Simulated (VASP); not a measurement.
Input:

```
CELL_PARAMETERS angstrom
      3.83132     0.00000     0.00000
     -1.91566     3.31802     0.00000
      0.00000     0.00000     6.33262
ATOMIC_POSITIONS crystal
  Si 0.32960 0.66628 0.06911
  Si 0.66692 0.32876 0.93630
  Si 0.65714 0.32969 0.56058
  Si 0.34633 0.67527 0.43400
```

The numbers are results of LDA (Ceperley-Alder, Perdew-Zunger), VASP's LDA PAW potentials (set 64) (plane waves; VASP), not measurements. Run with 300 eV cut-off, 7×7×4 Γ-centred mesh, Fermi-Dirac smearing of 0.010 eV, potentials Si.

Energy and stress use the plane-wave basis of the starting cell.

Task: The ions, cell shape and volume are relaxed. Which structure does the run end with?

Result: 
```
CELL_PARAMETERS angstrom
      3.80355     0.00028    -0.00005
     -1.90154     3.29317     0.00000
      0.00009     0.00001     6.28415
ATOMIC_POSITIONS crystal
  Si 0.33190 0.66468 0.06295
  Si 0.66525 0.33138 0.93710
  Si 0.66813 0.33533 0.56292
  Si 0.33471 0.66861 0.43703
```
Space group P6_3/mmc (194), at a tolerance of 0.03 Å.

Task: How do energy and volume change from the first to the last step?

Result: The energy (σ→0) changes by -17.6 meV/atom and the volume by -2.2 %, in 10 ionic steps.

```tsv
step	E(σ→0) (eV)	max force (eV/Å)	pressure (GPa)	volume (Å³)
1	-23.7066	0.966	-1.95	80.50
2	-23.7596	0.404	1.38	77.67
3	-23.7709	0.228	0.29	78.47
4	-23.7758	0.095	-0.01	78.71
5	-23.7758	0.096	-0.01	78.71
6	-23.7768	0.045	-0.05	78.75
7	-23.7768	0.036	-0.05	78.75
8	-23.7769	0.019	0.02	78.69
9	-23.7769	0.019	0.04	78.67
10	-23.7770	0.008	-0.01	78.72
```

The structure comes from a computed database's Si entry; how it stands against other phases isn't given here. In the starting cell atoms are displaced from their ideal sites. This run relaxes it. The run is one of a series of settings (EDIFFG = -0.01, IBRION = 2, ISIF = 3, NSW = 50 against the base run), some of them coarse on purpose.
